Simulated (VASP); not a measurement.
# Tellurium with r2SCAN: from relaxation to properties, part 2 of 2

Aim: relax Tellurium with r2SCAN, compute its properties on that cell and hold them against experiment. The start is a cell from a database of measured crystal structures.

VASP 6.6.1, plane waves and PAW; the level of theory is named at each step.

So far, gap on the k-mesh (eV): step 2 (full relaxation (r2SCAN)) 0.785; step 3 (second relaxation) 0.785; step 6 (density of states (r2SCAN)) 0.955. The relaxed cell has a = 4.605, c = 5.919 Å (conventional setting).

The database entry behind the starting cell differs from later determinations by our own check (inner coordinate of an old entry), so it need not match the best structure at ambient conditions.

## (8) Bands along the symmetry lines (r2SCAN + SOC)

This step: r2SCAN, spin-orbit coupling; plane waves and PAW (Te) (VASP 6.6.1).

The mesh alone shows little of the dispersion and can miss band extrema, so KPOINTS_OPT adds a path through the symmetry points after the self-consistent cycle. Spin-orbit coupling needs spinors and the noncollinear program, where each band holds one electron.

The input, INCAR:

```
SYSTEM = Te
PREC = Accurate
ENCUT = 400
EDIFF = 1E-06
NELM = 100
ISMEAR = 0
SIGMA = 0.05
LREAL = .FALSE.
ALGO = Normal
METAGGA = R2SCAN
LASPH = .TRUE.
LNONCOLLINEAR = .TRUE.
MAGMOM = 0 0 0 0 0 0 0 0 0
NBANDS = 30
GGA_COMPAT = .FALSE.
LSORBIT = .TRUE.
LORBIT = 11
LWAVE = .FALSE.
LCHARG = .FALSE.
KPAR = 2
```

The input, POSCAR:

```
Te
1.0
    4.6053105293      0.0000000000      0.0000000000
   -2.3026552646      3.9883159107      0.0000000000
    0.0000000000      0.0000000000      5.9185311832
Te
3
Direct
    0.2547234923      0.0000000000      0.3333333333
    0.0000000000      0.2547234923      0.6666666667
    0.7452765077      0.7452765077      0.0000000000
```

The input, KPOINTS:

```
Automatic mesh
0
Gamma
4 4 3
0 0 0
```

The input, KPOINTS_OPT:

```
Line mode
16
Line-mode
Reciprocal
  0.00000000   0.00000000   0.00000000 GAMMA
  0.50000000   0.00000000   0.00000000 M

  0.50000000   0.00000000   0.00000000 M
  0.33333333   0.33333333   0.00000000 K

  0.33333333   0.33333333   0.00000000 K
  0.00000000   0.00000000   0.00000000 GAMMA

  0.00000000   0.00000000   0.00000000 GAMMA
  0.00000000   0.00000000   0.50000000 A

  0.00000000   0.00000000   0.50000000 A
  0.50000000   0.00000000   0.50000000 L

  0.50000000   0.00000000   0.50000000 L
  0.33333333   0.33333333   0.50000000 H

  0.33333333   0.33333333   0.50000000 H
  0.00000000   0.00000000   0.50000000 A

  0.50000000   0.00000000   0.50000000 L
  0.50000000   0.00000000   0.00000000 M

  0.33333333   0.33333333   0.00000000 K
  0.33333333   0.33333333   0.50000000 H
```

The projector-augmented-wave data sets are Te (PBE family, release 64).

Command:

```console
> mpirun -np 2 vasp_ncl
```

The job ended after 42 min (2 MPI ranks of AMD EPYC 7R43, shared host; peak memory 0.65 GiB).

Numbers from this step:

| Property | Result |
| --- | --- |
| SCF cycles | 14 |
| bands | 30 |
| irreducible k-points | 11 |
| free energy (TOTEN) | -76.5535 eV |
| Fermi energy | 5.100 eV |
| pressure | 0.3270 GPa |
| least gap on mesh and path | 0.2921 eV |
| least direct gap on mesh and path | 0.3038 eV |
| valence top at k | 0.3333, 0.3333, 0.4667 |
| conduction bottom at k | 0.3333, 0.3333, 0.5 |
| least direct gap at k | 0.3333, 0.3333, 0.5 |

On-site spin-orbit energy by atom:

| atom | on-site spin-orbit energy (eV) |
| --- | --- |
| Te1 | -0.221 |
| Te2 | -0.221 |
| Te3 | -0.221 |

Electronic bands along the path, in eV, zero at the valence-band top; v1 is the highest filled band, c1 the lowest empty one:

| point | v4 | v3 | v2 | v1 | c1 | c2 | c3 | c4 |
| --- | --- | --- | --- | --- | --- | --- | --- | --- |
| Γ | -1.84 | -1.84 | -0.86 | -0.86 | 0.76 | 0.76 | 1.24 | 1.24 |
| 0.53 of the way | -1.50 | -1.25 | -1.11 | -0.96 | 1.01 | 1.08 | 1.25 | 1.28 |
| M | -1.45 | -1.45 | -1.11 | -1.11 | 1.09 | 1.09 | 1.26 | 1.26 |
| 0.47 of the way | -2.06 | -1.99 | -1.79 | -1.77 | 1.68 | 1.72 | 2.07 | 2.09 |
| K | -2.92 | -2.88 | -2.42 | -2.42 | 2.62 | 2.67 | 2.81 | 2.81 |
| 0.47 of the way | -1.84 | -1.77 | -1.45 | -1.39 | 1.57 | 1.62 | 1.73 | 1.76 |
| Γ | -1.84 | -1.84 | -0.86 | -0.86 | 0.76 | 0.76 | 1.24 | 1.24 |
| 0.53 of the way | -1.69 | -1.60 | -1.08 | -0.96 | 0.56 | 0.58 | 0.81 | 1.00 |
| A | -1.45 | -1.45 | -1.28 | -1.28 | 0.52 | 0.52 | 0.65 | 0.65 |
| 0.53 of the way | -1.92 | -1.85 | -1.33 | -1.19 | 1.07 | 1.24 | 1.80 | 1.95 |
| L | -2.02 | -2.02 | -0.27 | -0.27 | 0.93 | 0.93 | 1.84 | 1.84 |
| 0.53 of the way | -1.28 | -1.27 | -0.18 | -0.18 | 0.75 | 0.78 | 1.63 | 1.67 |
| H | -0.38 | -0.38 | -0.11 | -0.01 | 0.29 | 0.29 | 1.54 | 1.57 |
| 0.47 of the way | -1.50 | -1.45 | -1.07 | -0.99 | 0.82 | 0.90 | 2.01 | 2.03 |
| A | -1.45 | -1.45 | -1.28 | -1.28 | 0.52 | 0.52 | 0.65 | 0.65 |
| jump to L | -2.02 | -2.02 | -0.27 | -0.27 | 0.93 | 0.93 | 1.84 | 1.84 |
| 0.47 of the way | -1.85 | -1.76 | -1.47 | -1.18 | 1.16 | 1.24 | 1.91 | 2.17 |
| M | -1.45 | -1.45 | -1.11 | -1.11 | 1.09 | 1.09 | 1.26 | 1.26 |
| jump to K | -2.92 | -2.88 | -2.42 | -2.42 | 2.62 | 2.67 | 2.81 | 2.81 |
| 0.53 of the way | -1.55 | -1.42 | -1.12 | -0.84 | 1.56 | 1.70 | 2.30 | 2.38 |
| H | -0.38 | -0.38 | -0.11 | -0.01 | 0.29 | 0.29 | 1.54 | 1.57 |

The gap moves by -0.19 eV against r2SCAN, which ran on another mesh.

On this path the gap is indirect, 0.29 eV, with the valence top between K and H and the conduction bottom at H. The least direct gap is 0.30 eV.

## (9) Ionic relaxation at fixed cell (r2SCAN), changed input

This step: r2SCAN; plane waves and PAW (Te) (VASP 6.6.1).

This run is made with a changed input; what comes of it follows.

The input, INCAR:

```
SYSTEM = Te
PREC = Accurate
ENCUT = 400
EDIFF = 1E-06
NELM = 69
ISMEAR = 0
SIGMA = 0.05
LREAL = .FALSE.
ALGO = Normal
METAGGA = R2SCAN
LASPH = .TRUE.
NBANDS = 8
LORBIT = 11
LWAVE = .FALSE.
LCHARG = .FALSE.
KPAR = 2
IBRION = 2
NSW = 30
ISIF = 2
EDIFFG = -0.01
```

POSCAR is that of step 8.

The input, KPOINTS:

```
Automatic mesh
0
Gamma
5 5 4
0 0 0
```

Command:

```console
> mpirun -np 2 vasp_std
```

The job ended after 4.2 s (2 MPI ranks).

VASP stopped before it finished a first electronic cycle.

VASP's message: “The number of bands is not sufficient to hold all electrons. I am sorry, but this calculation does not make sense. If you want to”. No number of this run is used.

The fault in the input: too few bands (NBANDS = 8). Raise NBANDS over half the electron count, with some empty bands.

## (10) Outcome

| Quantity | Value |
| --- | --- |
| relaxed volume | 36.24 Å³/atom |
| relaxed conventional cell a, b, c | 4.605, 4.605, 5.919 Å; angles 90.0, 90.0, 120.0° |
| space group after relaxing, within 0.02 Å | P3_121 (No. 152) |
| band gap | 0.478 eV, indirect (least direct gap of that run 0.526 eV) |
| gap among the points of the DOS mesh alone, an upper bound | 0.955 eV |
| highest zone-centre mode | 143 cm⁻¹ |
| band gap (r2SCAN + SOC) | 0.292 eV, indirect (least direct gap of that run 0.304 eV) |

What this shows: With r2SCAN, Tellurium relaxes to 36.24 Å³/atom in space group P3_121 (held by the symmetry of the run) and has an indirect gap of 0.478 eV. Against the listed cell the volume lies +6.8 % (a +3.4 %, c -0.1 %). Band structure (r2SCAN): The path shows an indirect gap of 0.48 eV (valence top between L and H, conduction bottom at H). The least direct gap is 0.53 eV. Vibrations at Γ (r2SCAN): The highest mode in this list at Γ lies at 143.5 cm⁻¹. Bands along the symmetry lines (r2SCAN + SOC): On this path the gap is indirect, 0.29 eV, with the valence top between K and H and the conduction bottom at H. The least direct gap is 0.30 eV. Semilocal functionals usually underestimate gaps. Modes at Γ alone can't show that the crystal is stable at other wave vectors, and the LO-TO splitting is not included. The bonds form chains, and without a dispersion term the spacing between them, and what depends on it, is unreliable. No search among competing phases was made. All values are for a static lattice at zero temperature.

Computed beside measured:

```
             quantity  measured        r2SCAN
Raman mode, A1 (cm⁻¹)       120  129 (+7.6 %)
```

Measured values from arxiv:2102.11580 (2021).

Verdict: The Raman mode is off by +7.6 %: a clear miss. The grades are ours: good and fair within 3 and 7 % for the Raman mode. 2 further measured lines are left out: they lack a usable label, or no computed mode of their label or degeneracy could be paired (by label, or within 15 % without labels). Zero-point motion and thermal expansion (measured at up to 300 K) are not in the computed Raman mode.

[Lines on the potential files, build, host, timing and source positions are cut from VASP's logs without a mark.]

[Logs are printed without paths, hosts, clocks, repeated set-up lines and the standing remarks that a program may print on its own settings, such as how far it seeks lower states.]

[Hosts, paths, dates, database ids (printed as entryN), source tags and the programs' standing remarks are cut or masked in the printed files.]

[A measured line is paired with the nearest computed mode of its activity, which favours agreement.]
